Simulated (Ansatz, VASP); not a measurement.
**Ga3As3H8 (GaAs wire along [110], 6 atoms a period, H-terminated): VASP beside Ansatz**

One calculation is typed for both programs; each brings its own data sets. How far apart do they land? The cell is taken from a series of runs on this material, whose earlier steps may have relaxed, scaled, displaced or heated it; both programs get it as it stands.

Method: plane waves, with VASP 6.6.1 beside it; single point at PBE, spin-orbit coupling, in Ansatz 0.2.0.

## 1. The starting structure

The cell holds 14 atoms: 3 As, 8 H and 3 Ga. Its edges and angles: a = 12.920 Å, b = 13.446 Å, c = 4.158 Å, α = 90.0°, β = 90.0°, γ = 90.0°. Vacuum lies along a and b. The structure's axis is c.

Coordinates:

```
As H Ga
1.0
    12.92000    0.00000    0.00000
     0.00000   13.44600    0.00000
     0.00000    0.00000    4.15779
As H Ga
3 8 3
Direct
  0.43720 0.34350 0.00000
  0.64207 0.50000 0.50000
  0.43720 0.65650 0.00000
  0.52878 0.27209 0.00000
  0.31912 0.19100 0.50000
  0.24395 0.38487 0.50000
  0.31912 0.80900 0.50000
  0.24395 0.61513 0.50000
  0.71939 0.41480 0.50000
  0.71939 0.58520 0.50000
  0.52878 0.72791 0.00000
  0.53179 0.50000 0.00000
  0.33274 0.30633 0.50000
  0.33274 0.69367 0.50000
```

## 2. VASP: single point, PBE, spin-orbit coupling

A single point gives forces, pressure and levels at one fixed geometry, so differences don't come from the geometry; what else differs is listed under the comparison.

Lines of VASP's logs that name or quote its potential files are left out, and so is its time.

INCAR

```
SYSTEM = Ga3As3H8
PREC = Accurate
ENCUT = 400
EDIFF = 1E-06
NELM = 200
ISMEAR = -1
SIGMA = 0.05
LREAL = .FALSE.
ALGO = Normal
GGA = PE
LNONCOLLINEAR = .TRUE.
MAGMOM = 0 0 0 0 0 0 0 0 0 0 0 0 0 0 0 0 0 0 0 0 0 0 0 0 0 0 0 0 0 0 0 0 0 0 0 0 0 0 0 0 0 0
NBANDS = 90
GGA_COMPAT = .FALSE.
LASPH = .TRUE.
LSORBIT = .TRUE.
LORBIT = 11
LWAVE = .FALSE.
LCHARG = .FALSE.
ISIF = 2
EFERMI = MIDGAP
KPAR = 4
```

POSCAR

```
Ga3As3H8
1.0
   12.9200000000      0.0000000000      0.0000000000
    0.0000000000     13.4460000000      0.0000000000
    0.0000000000      0.0000000000      4.1577917823
As H Ga
3 8 3
Direct
    0.4372027470      0.3435045520      0.0000000000
    0.6420709170      0.5000000000      0.5000000000
    0.4372027470      0.6564954480      0.0000000000
    0.5287845760      0.2720946740      0.0000000000
    0.3191154640      0.1910026650      0.5000000000
    0.2439535380      0.3848740040      0.5000000000
    0.3191154640      0.8089973350      0.5000000000
    0.2439535380      0.6151259960      0.5000000000
    0.7193934140      0.4147996780      0.5000000000
    0.7193934140      0.5852003220      0.5000000000
    0.5287845760      0.7279053260      0.0000000000
    0.5317866870      0.5000000000      0.0000000000
    0.3327408840      0.3063332360      0.5000000000
    0.3327408840      0.6936667640      0.5000000000
```

KPOINTS

```
Automatic mesh
0
Gamma
1 1 13
0 0 0
```

Potentials, in the order of the species: As, H and Ga_d (PBE family, release 64).

Started as:

```console
> mpirun -np 4 vasp_ncl
```

Numbers of over 12 decimals in the logs are rounded to 6 here.

The program printed:

```text
[banner, memory and clock lines left out]
running    4 mpi-ranks, on    1 nodes
 distrk:  each k-point on    1 cores,    4 groups
 distr:  one band on    1 cores,    1 groups

 POSCAR found type information on POSCAR AsH Ga
 POSCAR found :  3 types and      14 ions
 LDA part: xc-table for (Slater+PW92), standard interpolation
 POSCAR, INCAR and KPOINTS ok, starting setup
 FFT: planning ... GRIDC
 FFT: planning ... GRID_SOFT
 FFT: planning ... GRID
 WAVECAR not read
 entering main loop
       N       E                     dE             d eps       ncg     rms          rms(c)
DAV:   1     0.356692117845E+03    0.35669E+03   -0.21347E+04  1492   0.931E+02
DAV:   2    -0.322515967142E+01   -0.35992E+03   -0.34644E+03  1746   0.240E+02
DAV:   3    -0.490320672604E+02   -0.45807E+02   -0.45484E+02  1524   0.921E+01
DAV:   4    -0.517334151086E+02   -0.27013E+01   -0.26950E+01  1784   0.258E+01
DAV:   5    -0.517865660955E+02   -0.53151E-01   -0.53127E-01  1760   0.332E+00    0.959E+00
DAV:   6    -0.498973209364E+02    0.18892E+01   -0.10062E+00  1844   0.144E+01    0.533E+00
DAV:   7    -0.491295139015E+02    0.76781E+00   -0.28173E+00  1520   0.840E+00    0.102E+00
DAV:   8    -0.491338247760E+02   -0.43109E-02   -0.65380E-01  1648   0.652E+00    0.690E-01
DAV:   9    -0.491189113360E+02    0.14913E-01   -0.69558E-02  1664   0.192E+00    0.295E-01
DAV:  10    -0.491136549817E+02    0.52564E-02   -0.10438E-02  1808   0.508E-01    0.180E-01
DAV:  11    -0.491133973431E+02    0.25764E-03   -0.17914E-03  1784   0.381E-01    0.112E-01
DAV:  12    -0.491129530005E+02    0.44434E-03   -0.13176E-03  1456   0.153E-01    0.593E-02
DAV:  13    -0.491139106909E+02   -0.95769E-03   -0.75862E-04  1640   0.116E-01    0.372E-02
DAV:  14    -0.491149634443E+02   -0.10528E-02   -0.33345E-04  1416   0.744E-02    0.198E-02
DAV:  15    -0.491158107329E+02   -0.84729E-03   -0.16319E-04  1520   0.549E-02    0.145E-02
DAV:  16    -0.491163459729E+02   -0.53524E-03   -0.70898E-05  1528   0.244E-02    0.972E-03
DAV:  17    -0.491167630098E+02   -0.41704E-03   -0.30546E-05  1576   0.219E-02    0.545E-03
DAV:  18    -0.491170258597E+02   -0.26285E-03   -0.12919E-05  1400   0.104E-02    0.360E-03
DAV:  19    -0.491171753225E+02   -0.14946E-03   -0.84323E-06  1320   0.719E-03    0.216E-03
DAV:  20    -0.491172508432E+02   -0.75521E-04   -0.62179E-06  1272   0.539E-03    0.125E-03
DAV:  21    -0.491172729119E+02   -0.22069E-04   -0.17657E-06  1264   0.309E-03    0.805E-04
DAV:  22    -0.491172793434E+02   -0.64314E-05   -0.34539E-07  1176   0.181E-03    0.421E-04
DAV:  23    -0.491172823703E+02   -0.30270E-05   -0.24984E-07  1096   0.145E-03    0.396E-04
DAV:  24    -0.491172831158E+02   -0.74554E-06   -0.75582E-08  1176   0.109E-03
   1 F= -.49117283E+02 E0= -.49117283E+02  d E =-.359363E-10  mag=     0.0000     0.0000    -0.0000
```

Parts of OUTCAR (step 2):

```text
ion  position               nearest neighbor table
   1  0.437  0.344  0.000-   4 1.52  12 2.43  13 2.53  13 2.53
   2  0.642  0.500  0.500-   9 1.52  10 1.52  12 2.52  12 2.52
   3  0.437  0.656  0.000-  11 1.52  12 2.43  14 2.53  14 2.53
   4  0.529  0.272  0.000-   1 1.52
   5  0.319  0.191  0.500-  13 1.56
   6  0.244  0.385  0.500-  13 1.56
   7  0.319  0.809  0.500-  14 1.56
   8  0.244  0.615  0.500-  14 1.56
   9  0.719  0.415  0.500-   2 1.52
  10  0.719  0.585  0.500-   2 1.52
  11  0.529  0.728  0.000-   3 1.52
  12  0.532  0.500  0.000-   1 2.43   3 2.43   2 2.52   2 2.52
  13  0.333  0.306  0.500-   6 1.56   5 1.56   1 2.53   1 2.53
  14  0.333  0.694  0.500-   8 1.56   7 1.56   3 2.53   3 2.53

  LATTYP: Found a simple orthorhombic cell.
 ALAT       =     4.1577917823
 B/A-ratio  =     3.1074187156
 C/A-ratio  =     3.2339281773

 Subroutine GETGRP returns: Found  4 space group operations
 (whereof  4 operations were pure point group operations)

The static configuration has the point symmetry C_2v.

 Found      7 irreducible k-points:

   k-points           NKPTS =      7   k-points in BZ     NKDIM =      7   number of bands    NBANDS=     90

   dimension x,y,z NGX =    84 NGY =   90 NGZ =   28
   dimension x,y,z NGXF=   168 NGYF=  180 NGZF=   56

   ENCUT  =  400.0 eV  29.40 Ry    5.42 a.u.  21.07 21.93  6.78*2*pi/ulx,y,z

   NELECT =      62.0000    total number of electrons

 k-points in reciprocal lattice and weights: Automatic mesh
   0.00000000  0.00000000  0.00000000       0.077
   0.00000000  0.00000000  0.07692308       0.154
   0.00000000  0.00000000  0.15384615       0.154
   0.00000000  0.00000000  0.23076923       0.154
   0.00000000  0.00000000  0.30769231       0.154
   0.00000000  0.00000000  0.38461538       0.154
   0.00000000  0.00000000  0.46153846       0.154

 average (electrostatic) potential at core
       1 -57.1675       2 -58.1759       3 -57.1675       4 -40.3364       5 -38.3083
       6 -38.2608       7 -38.3083       8 -38.2608       9 -41.1814      10 -41.1814
      11 -40.3364      12 -73.5748      13 -72.3889      14 -72.3889

 E-fermi :  -2.6509

 k-point     1 :       0.0000    0.0000    0.0000
  band No.  band energies     occupation
    ...
     58      -4.5271      1.00000
     59      -3.9227      1.00000
     60      -3.9227      1.00000
     61      -3.8098      1.00000
     62      -3.8098      1.00000
     63      -1.4920      0.00000
     64      -1.4920      0.00000
     65      -0.7237      0.00000
     66      -0.7237      0.00000
     67      -0.6539      0.00000
    ...

 k-point     2 :       0.0000    0.0000    0.0769
  band No.  band energies     occupation
    ...
     58      -4.5719      1.00000
     59      -4.0972      1.00000
     60      -4.0457      1.00000
     61      -3.9831      1.00000
     62      -3.9442      1.00000
     63      -1.2075      0.00000
     64      -1.2069      0.00000
     65      -0.4635      0.00000
     66      -0.4418      0.00000
     67      -0.4151      0.00000
    ...

 k-point     3 :       0.0000    0.0000    0.1538
  band No.  band energies     occupation
    ...
     58      -4.7798      1.00000
     59      -4.3166      1.00000
     60      -4.2889      1.00000
     61      -4.2060      1.00000
     62      -4.1859      1.00000
     63      -0.6403      0.00000
     64      -0.6315      0.00000
     65      -0.1144      0.00000
     66      -0.0776      0.00000
     67      -0.0578      0.00000
    ...

  Total       -0.3548848     -0.2638349     -0.4640279      0.0000000      0.0000000      0.0000000
  in kB       -0.7871901     -0.5852272     -1.0292865      0.0000000      0.0000000      0.0000000
  external PRESSURE =      -0.8005679 kB  Pullay stress =       0.0000000 kB

  energy-cutoff  :      400.00
  volume of cell :      722.30
      direct lattice vectors                 reciprocal lattice vectors
    12.920000000  0.000000000  0.000000000     0.077399381  0.000000000  0.000000000
     0.000000000 13.446000000  0.000000000     0.000000000  0.074371560  0.000000000
     0.000000000  0.000000000  4.157791782     0.000000000  0.000000000  0.240512284

 POSITION                                       TOTAL-FORCE (eV/Angst)
 -----------------------------------------------------------------------------------
      5.64866      4.61876      0.00000        -0.069425      0.039685      0.000000
      8.29556      6.72300      2.07890        -0.105877      0.000000      0.000000
      5.64866      8.82724      0.00000        -0.069425     -0.039685      0.000000
      6.83190      3.65858      0.00000         0.070657     -0.055513      0.000000
      4.12297      2.56822      2.07890         0.005201      0.011754      0.000000
      3.15188      5.17502      2.07890         0.012202     -0.008721      0.000000
      4.12297     10.87778      2.07890         0.005201     -0.011754      0.000000
      3.15188      8.27098      2.07890         0.012202      0.008721      0.000000
      9.29456      5.57740      2.07890         0.059566     -0.064627      0.000000
      9.29456      7.86860      2.07890         0.059566      0.064627      0.000000
      6.83190      9.78742      0.00000         0.070657      0.055513      0.000000
      6.87068      6.72300      0.00000         0.006045      0.000000      0.000000
      4.29901      4.11896      2.07890        -0.028286     -0.003320      0.000000
      4.29901      9.32704      2.07890        -0.028286      0.003320     -0.000000
 -----------------------------------------------------------------------------------
    total drift:                                0.000141      0.000000      0.000000

  FREE ENERGIE OF THE ION-ELECTRON SYSTEM (eV)
  ---------------------------------------------------
  free  energy   TOTEN  =       -49.1172831158 eV

  energy  without entropy=      -49.1172831158  energy(sigma->0) =      -49.11728312

 Spin-Orbit-Coupling matrix elements
 Ion:    1  E_soc:     -0.0226213
 Ion:    2  E_soc:     -0.0217250
 Ion:    3  E_soc:     -0.0226213
 Ion:    4  E_soc:      0.0000001
 Ion:    5  E_soc:      0.0000000
 Ion:    6  E_soc:      0.0000000
 Ion:    7  E_soc:      0.0000000
 Ion:    8  E_soc:      0.0000000
 Ion:    9  E_soc:      0.0000001
 Ion:   10  E_soc:      0.0000001
 Ion:   11  E_soc:      0.0000001
 Ion:   12  E_soc:     -0.0118185
 Ion:   13  E_soc:     -0.0122050
 Ion:   14  E_soc:     -0.0122050

 total charge
# of ion       s       p       d       tot
------------------------------------------
    1        1.201   1.605   0.041   2.847
    2        1.197   1.625   0.057   2.879
    3        1.201   1.605   0.041   2.847
    4        0.536   0.017   0.000   0.553
    5        0.534   0.009   0.000   0.544
    6        0.537   0.009   0.000   0.546
    7        0.534   0.009   0.000   0.544
    8        0.537   0.009   0.000   0.546
    9        0.535   0.017   0.000   0.551
   10        0.535   0.017   0.000   0.551
   11        0.536   0.017   0.000   0.553
   12        0.884   0.779   9.984  11.648
   13        0.884   0.887   9.989  11.759
   14        0.884   0.887   9.989  11.759
--------------------------------------------------
tot         10.535   7.490  30.101  48.126

 magnetization (x)
# of ion       s       p       d       tot
------------------------------------------
    1        0.000   0.000  -0.000  -0.000
    2        0.000   0.000   0.000   0.000
    3        0.000   0.000   0.000   0.000
    4        0.000   0.000   0.000   0.000
    5        0.000   0.000   0.000   0.000
    6       -0.000  -0.000   0.000  -0.000
    7        0.000   0.000   0.000   0.000
    8        0.000   0.000   0.000   0.000
    9        0.000   0.000   0.000   0.000
   10        0.000   0.000   0.000   0.000
   11        0.000   0.000   0.000   0.000
   12        0.000   0.000   0.000   0.000
   13       -0.000   0.000   0.000  -0.000
   14        0.000   0.000   0.000   0.000
--------------------------------------------------
tot          0.000   0.000   0.000   0.000

 magnetization (y)
# of ion       s       p       d       tot
------------------------------------------
    1        0.000   0.000  -0.000  -0.000
    2        0.000   0.000   0.000   0.000
    3        0.000   0.000  -0.000  -0.000
    4        0.000  -0.000   0.000   0.000
    5        0.000   0.000   0.000   0.000
    6       -0.000   0.000   0.000  -0.000
    7        0.000   0.000   0.000   0.000
    8       -0.000   0.000   0.000  -0.000
    9        0.000   0.000   0.000   0.000
   10        0.000   0.000   0.000   0.000
   11        0.000  -0.000   0.000   0.000
   12        0.000   0.000   0.000   0.000
   13        0.000   0.000   0.000   0.000
   14        0.000   0.000   0.000   0.000
--------------------------------------------------
tot          0.000   0.000  -0.000   0.000

 magnetization (z)
# of ion       s       p       d       tot
------------------------------------------
    1       -0.000  -0.000   0.000  -0.000
    2        0.000   0.000   0.000   0.000
    3        0.000   0.000  -0.000   0.000
    4        0.000   0.000   0.000   0.000
    5       -0.000  -0.000   0.000  -0.000
    6        0.000  -0.000   0.000   0.000
    7        0.000   0.000   0.000   0.000
    8       -0.000   0.000   0.000  -0.000
    9        0.000   0.000   0.000   0.000
   10       -0.000  -0.000   0.000  -0.000
   11       -0.000  -0.000   0.000  -0.000
   12        0.000   0.000   0.000   0.000
   13       -0.000   0.000   0.000   0.000
   14        0.000  -0.000  -0.000  -0.000
--------------------------------------------------
tot          0.000  -0.000   0.000   0.000

[... 3 further parts left out ...]
```

(Continued in part 2 of 2.)

[Lines on the potential files, build, host, timing and source positions are cut from VASP's logs without a mark.]

[Logs are printed without paths, hosts, clocks, repeated set-up lines and the standing remarks that a program may print on its own settings, such as how far it seeks lower states.]

[Hosts, paths, dates, database ids (printed as entryN), source tags and the programs' standing remarks are cut or masked in the printed files.]
